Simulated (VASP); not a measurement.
An input for Ansatz (written as the equivalent of a VASP run, and not itself run):

Ansatz 0.2 input:
```yaml
crystal:
  lattice:
    - [-1.6050000, 1.6050000, 3.9250000]
    - [1.6050000, -1.6050000, 3.9250000]
    - [1.6050000, 1.6050000, -3.9250000]
  atoms:
    - { symbol: Si, position: [0.6400860, 0.6504380, -0.0457580] }
    - { symbol: Si, position: [0.3547640, 0.3391420, 0.0111310] }
    - { symbol: Mo, position: [0.0051490, 0.0104200, 0.0346270] }
kpoints:
  mp_grid: { grid: [3, 3, 3], shift: [0.5, 0.5, 0.5] }
hamiltonian:
  xc: pbesol
  pseudopotentials: { kind: paw }
scf:
  occupations: { method: gaussian, width: 0.272 }
  max_iter: 100
output: { forces: true, stress: true, eigenvalues: true }
```

Task: Translate this input to VASP (INCAR, KPOINTS, POSCAR, choice of POTCAR).

Result: One answer among several that fit: 
### INCAR
```
SYSTEM = MoSi2
PREC = Accurate
ENCUT = 180
EDIFF = 1E-6
NELM = 100
ALGO = Normal
LREAL = .FALSE.
LASPH = .TRUE.
ISMEAR = 0
SIGMA = 0.272
GGA = PS
LMAXMIX = 4
LWAVE = .FALSE.
LCHARG = .FALSE.
ISIF = 2
```

KPOINTS:
```
Automatic mesh
0
Gamma
3 3 3
0.5 0.5 0.5
```

### POSCAR
```
MoSi2
7.850
 -0.2044585987   0.2044585987   0.5000000000
  0.2044585987  -0.2044585987   0.5000000000
  0.2044585987   0.2044585987  -0.5000000000
Si Mo
2 1
Cart
 -0.0072390611  -0.0114721720   0.6681410000
 -0.0009182236   0.0054698809   0.3413875000
  0.0081574892   0.0060020866  -0.0095290000
```

POTCAR, in this order: Si Mo_sv (PBE.64 set). Program: vasp_std.

What does not carry over: each code has its own PAW files, so the cut-off isn't converted (ENCUT is set for VASP's; basis.ecutwfc is left out, and Ansatz then takes the one that its files recommend); Ansatz stops its SCF on the density residual and VASP on the energy change (EDIFF).

The structure is a typed MoSi2 crystal. The cell was not relaxed at this level, atoms are displaced from their ideal sites. The k-mesh is coarse (spacing up to 0.92 per Å, 2π included), so the numbers may not be converged in it. The run is one of a series of settings (ENCUT = 180, KPOINTS 3×3×3 Γ-centred mesh shifted by (0.5, 0.5, 0.5) against the base run), some of them coarse on purpose.
